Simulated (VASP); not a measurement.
Consider the following.

```
Re
1.0
    1.37407    -2.37995     0.00000
    1.37407     2.37995     0.00000
    0.00000     0.00000     4.45276
Re
2
Direct
  0.33333   0.66667   0.25000
  0.66667   0.33333   0.75000
```

Level of theory: PBE GGA, VASP's PBE PAW potentials (set 64) (plane waves; VASP). Run with 500 eV cut-off, 15×15×8 Γ-centred mesh, first-order Methfessel-Paxton smearing of 0.10 eV, potentials Re.

Energy and stress use the plane-wave basis of the starting cell.

Question: The ions, cell shape and volume at an external pressure of 20.0 GPa are relaxed. Which structure does the run end with?

Answer: 
```
Re
1.0
    1.36363    -2.36187     0.00000
    1.36363     2.36187     0.00000
    0.00000     0.00000     4.41906
Re
2
Direct
  0.33333   0.66667   0.25000
  0.66667   0.33333   0.75000
```
Space group P6_3/mmc (194), at a tolerance of 0.03 Å.

Question: How do energy and volume change from the first to the last step?

Answer: The energy (σ→0) changes by +30.4 meV/atom and the volume by -2.3 %, in 4 ionic steps.

| step | E(σ→0) (eV) | max force (eV/Å) | pressure (GPa) | volume (Å³) |
|---|---|---|---|---|
| 1 | -24.8306 | 0.000 | 9.87 | 29.12 |
| 2 | -23.8158 | 0.000 | 86.31 | 25.41 |
| 3 | -24.7739 | 0.000 | 19.39 | 28.50 |
| 4 | -24.7699 | 0.000 | 19.91 | 28.47 |

The compound is Re in the hcp structure. This run relaxes it under an external pressure of 20 GPa. Symmetry was kept, so distortions that lower it aren't found.
